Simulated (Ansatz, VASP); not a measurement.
**SiF, level by level in two programs**

```xyz
2
Lattice="3.0880 0.0000 0.0000 0.0000 3.0880 0.0000 0.0000 0.0000 3.0880" Properties=species:S:1:pos:R:3 pbc="T T T"
Si    1.5440    1.5440    1.5440
F     0.0000    0.0000    0.0000
```

Change from the starting cell: volume scaled by 1.06.

Single points on this cell with VASP 6.6.1 and Ansatz 0.2.0. Each row is one pair of runs. Alike in all rows: spin: off; k mesh: 9 × 9 × 9; smearing: fermi-dirac, width 0.05 eV; VASP's potentials, cutoff: VASP PAW PBE potentials, release 64 (Si, F), 520 eV.

| level | Ansatz's potentials, cutoff | gap on the k mesh at the Fermi level (eV), VASP | gap on the k mesh at the Fermi level (eV), Ansatz | pressure (GPa), VASP | pressure (GPa), Ansatz |
| --- | --- | --- | --- | --- | --- |
| PBE | Ansatz PAW, 420 eV | none | none | -3.8 | -3.6 |
| PBE | Ansatz PAW earlier set, 1300 eV | none | ? | -3.8 | ? |
| PBE | JTH PAW, 1500 eV | none | none | -3.8 | -3.7 |
| PBE | SPMS NC, 1007 eV | none | none | -3.8 | -3.7 |
| PBE | PseudoDojo standard (PBE files), 1143 eV | none | none | -3.8 | -3.7 |
| PBE | PseudoDojo stringent (PBE files), 1143 eV | none | none | -3.8 | -3.7 |
| PBE | Ansatz NC, 1320 eV | none | none | -3.8 | -3.6 |

Question: Fill in what Ansatz gave in row 2.

Answer: gap on the k mesh at the Fermi level (eV): none; pressure (GPa): -3.6.

A gap of «none» marks a metal or a gap that the smearing closes.

Caveats: an odd number of electrons without spin polarisation forces a metal (some rows); a magnetic or distorted state may lie lower (some rows); the pressure holds a Pulay correction of +0.4 GPa for the finite cutoff (Ansatz).
